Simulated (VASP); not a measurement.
## Sr: stress against strain

Sr (fcc, Fm-3m, 51.592 Å³/atom and stress up to 0.04 GPa in the relaxed cell, cube axes along x, y and z) under an equal strain ε along x and y, with z held. PBEsol in VASP (plane waves, PAW), 480 eV, 12×12×12 Γ-centred mesh, Gaussian smearing 0.05 eV. Against the start cell, which lies near the measured one, the relaxed cell differs by -8.2 % in volume; the values below rest on it. Stress is positive for a compressed cell.

Here s stands for strain and y for stress xx.

```csv
strain (%),stress xx (GPa)
-3.00,?
-1.50,0.48
-1.00,0.32
-0.50,0.18
0.00,0.04
0.50,-0.10
1.00,-0.22
1.50,-0.35
```

### Question
Fit y against s with a straight line, and predict the withheld value at s = -3.00.

### Answer
Means: s 0, y 0.050. About the means, the sum of products is -1.9250 and the sum of squares of s is 7.0000; the slope is their ratio. Least squares gives y = 0.050 - 0.2750·s. Residuals (row less fit): 0.017, -0.005, -0.008, -0.010, -0.012, 0.005, 0.013; standard error 0.013 (degrees of freedom: 5). The slope gives the elastic constants C11 + C12 = about 28 GPa. At the withheld row, y = 0.050 - 0.2750 × (-3.0) = 0.875 GPa. The calculation gives 0.98 GPa, 0.105 GPa above the prediction (7.9 % of the range of y in the table). The row lies outside the fitted rows, so this is an extrapolation. From the scatter of the fitted rows alone, a prediction at this place has a standard error of 0.020 GPa, so the miss is 5.2 times that.

A polynomial of degree 2 through the 12 other runs of the series gives 0.97 there, so most of the miss is curvature that the fit leaves out. In a metal these values are sensitive to mesh and smearing; energies are taken to zero smearing, stresses follow the free energy. Rows are the converged runs of the series near zero and its far end, less any whose ions stayed unrelaxed beside relaxed ones; series whose fitted rows scatter by over a few per cent of the range, as at a crossing or softening among them, aren't shown in this form. Most that stay on the fit to the last digits aren't either.
